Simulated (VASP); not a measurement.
VASP ran on this input.

POSCAR:
```
Sc3TlB
1
    4.7971770000     0.0000000000     0.0000000000
    0.0000000000     4.7971770000     0.0000000000
    0.0000000000     0.0000000000    21.0354000000
Sc Tl B
6 2 2
Direct
  0.0000000000   0.5000000000   0.3327720000
  0.5000000000   0.0000000000   0.3327720000
  0.5000000000   0.5000000000   0.4442610000
  0.0000000000   0.5000000000   0.5557440000
  0.5000000000   0.0000000000   0.5557440000
  0.5000000000   0.5000000000   0.6672280000
  0.0000000000   0.0000000000   0.4442610000
  0.0000000000   0.0000000000   0.6672280000
  0.5000000000   0.5000000000   0.3327720000
  0.5000000000   0.5000000000   0.5557440000
```

**INCAR**
```
SYSTEM = Sc3TlB
PREC = Accurate
ENCUT = 400
EDIFF = 1E-6
NELM = 100
ALGO = Normal
LREAL = .FALSE.
LASPH = .TRUE.
ISMEAR = 0
SIGMA = 0.1
GGA = PE
LMAXMIX = 4
LWAVE = .FALSE.
LCHARG = .FALSE.
ISIF = 2
```

File KPOINTS:
```
Automatic mesh
0
Gamma
3 3 1
0 0 0
```

POTCAR, in this order: Sc_sv Tl_d B (PBE.64 set). Program: vasp_std.

Question: Translate this PBE calculation to Quantum ESPRESSO's pw.x.

Answer: One equivalent input (not run):
```
&CONTROL
  calculation = 'scf'
  pseudo_dir = './pseudo'
  outdir = './out'
  tprnfor = .true.
  tstress = .true.
/
&SYSTEM
  ibrav = 0
  nat = 10
  ntyp = 3
  ecutwfc = 78
  occupations = 'smearing'
  smearing = 'gaussian'
  degauss = 0.00735
  input_dft = 'pbe'
/
&ELECTRONS
  conv_thr = 7.3e-08
  electron_maxstep = 100
/
ATOMIC_SPECIES
  Sc 44.956 Sc.upf
  Tl 204.380 Tl.upf
  B 10.810 B.upf
CELL_PARAMETERS angstrom
     4.7971770    0.0000000    0.0000000
     0.0000000    4.7971770    0.0000000
     0.0000000    0.0000000   21.0354000
ATOMIC_POSITIONS crystal
  Sc   0.0000000  0.5000000  0.3327720
  Sc   0.5000000  0.0000000  0.3327720
  Sc   0.5000000  0.5000000  0.4442610
  Sc   0.0000000  0.5000000  0.5557440
  Sc   0.5000000  0.0000000  0.5557440
  Sc   0.5000000  0.5000000  0.6672280
  Tl   0.0000000  0.0000000  0.4442610
  Tl   0.0000000  0.0000000  0.6672280
  B    0.5000000  0.5000000  0.3327720
  B    0.5000000  0.5000000  0.5557440
K_POINTS automatic
  3 3 1 0 0 0
```
Limits of the translation: the potentials are each code's own (VASP's PAW set, PseudoDojo norm-conserving files in pw.x), so ENCUT and ecutwfc are chosen apart and not converted; conv_thr bounds pw.x's estimated SCF error, while EDIFF bounds the energy change between steps.

The cell is a sheet with vacuum, built from a database entry that may be metastable or hypothetical.
